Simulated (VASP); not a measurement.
Given:

```
ScSi
1.0
    0.00000     3.24471     3.24471
    3.24471     0.00000     3.24471
    3.24471     3.24471     0.00000
Sc Si
1 1
Direct
  0.00000   0.00000   0.00000
  0.25000   0.25000   0.25000
```

Computed with r2SCAN meta-GGA, VASP's PBE PAW potentials (set 64) (plane waves; VASP 6.6.1). Settings: 400 eV cut-off, 9×9×9 Γ-centred mesh, first-order Methfessel-Paxton smearing of 0.10 eV, potentials Sc_sv Si.

Energy and stress use the plane-wave basis of the starting cell.

**Question.** The ions, cell shape and volume are relaxed. What does this cell relax into?

**Answer.** 
```
ScSi
1.0
    0.00000     3.08450     3.08450
    3.08450     0.00000     3.08450
    3.08450     3.08450     0.00000
Sc Si
1 1
Direct
  0.00000   0.00000   0.00000
  0.25000   0.25000   0.25000
```
Space group F-43m (216), at a tolerance of 0.03 Å.

**Question.** How do energy and volume change from the first to the last step?

**Answer.** The energy (σ→0) changes by -88.8 meV/atom and the volume by -14.1 %, in 3 ionic steps.

The structure was generated: ScSi was put into the zinc blende type (F-43m), which need not be its known phase. This run relaxes it. Symmetry was kept, so distortions that lower it aren't found. The electron count is odd and the run is not spin-polarised, which forces a metal.
